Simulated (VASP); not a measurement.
Input:

```yaml
crystal:
  lattice:
    - [1.60140, -2.77371, 0.00000]
    - [1.60140, 2.77371, 0.00000]
    - [0.00000, 0.00000, 3.54960]
  atoms:
    - { symbol: Hf, position: [0.00000, 0.00000, 0.00000] }
    - { symbol: B, position: [0.33333, 0.66667, 0.50000] }
    - { symbol: B, position: [0.66667, 0.33333, 0.50000] }
```

Level of theory: PBE GGA, VASP's PBE PAW potentials (set 64) (plane waves; VASP). Numerical set-up: 520 eV cut-off, KSPACING 0.5 per Å, first-order Methfessel-Paxton smearing of 0.10 eV, potentials Hf_pv B.

Gaps are read on the run's mesh, which can miss a band edge. Unless said otherwise, spin-orbit coupling is left out, though it shifts the bands of the heavy elements here.

Question: What does the run give for the energy per atom (σ→0), pressure, band gap (on the k-mesh) with the smallest direct gap where there is one?

Answer: 
| Item | Value |
|---|---|
| band gap (on the k-mesh) | none (metal, semimetal or under 0.01 eV) |
| energy per atom (σ→0) | -8766 meV/atom |
| pressure | -12.54 GPa |

Only differences to runs with the same potentials and settings are physical.

The compound is HfB2 in the AlB2 type structure. The cell was not relaxed at this level. The run is one of a series of settings (KGAMMA = .FALSE., KSPACING = 0.5, KPOINTS file removed against the base run), some of them coarse on purpose.
